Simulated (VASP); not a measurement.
Set up this calculation in VASP 6.6.1, as the native input.

```
Task                   : single point
Functional             : PBE
Dispersion             : D3(BJ)
Potentials or basis    : VASP PAW PBE potentials, release 64 (Ti_sv, B)
Cutoff                 : 520 eV
k mesh                 : 6 × 6 × 6
Occupations            : gaussian, width 0.1 eV
Spin                   : no spin polarisation
Dipole correction      : no
Further INCAR settings : ALGO = Fast; EDIFF = 1e-06; NBANDS = 16
```

The structure of TiB2 lies in POSCAR:

```
TiB2
1.0
    3.0090363989     -0.0000000029      0.0000000000
   -1.5045181970      2.6059019638      0.0000000000
    0.0000000000      0.0000000000      3.1707172704
Ti B
1 2
Direct
    0.0000000000      0.0000000000      0.0000000000
    0.3333333333      0.6666666667      0.5000000000
    0.6666666667      0.3333333333      0.5000000000
```

The cell is a database's computed one.

These files were run (other wordings do the same):

INCAR

```
PREC = Accurate
ENCUT = 520
EDIFF = 1E-6
ISMEAR = 0
SIGMA = 0.1
LREAL = False
LASPH = True
NELM = 60
ALGO = Fast
ISIF = 2
LWAVE = False
LCHARG = False
GGA = PE
IVDW = 12
NBANDS = 16
```

KPOINTS

```
Automatic mesh
0
Gamma
  6 6 6
```

Potentials or basis: VASP PAW PBE potentials, release 64 (Ti_sv, B).

The run is started by

```bash
$ cat potpaw_PBE.64/Ti_sv/POTCAR potpaw_PBE.64/B/POTCAR > POTCAR
$ mpirun -np 1 vasp_std > vasp.out
```

Results of the run:

| Property | Result |
| --- | --- |
| Pressure | 0.3 GPa |
| Band gap on the k mesh | none (metal or under the smearing width) |
| Dispersion energy per atom | -0.433 eV |

Caveat: the k mesh is coarse (spacing up to 0.40 Å⁻¹), so the values aren't converged; pairwise dispersion overbinds metals, which lowers pressure and volume.

Wall time 17 s on 1 thread of Intel(R) Xeon(R) 6975P-C (Granite Rapids), with other jobs on the host, peak memory 0.14 GiB.
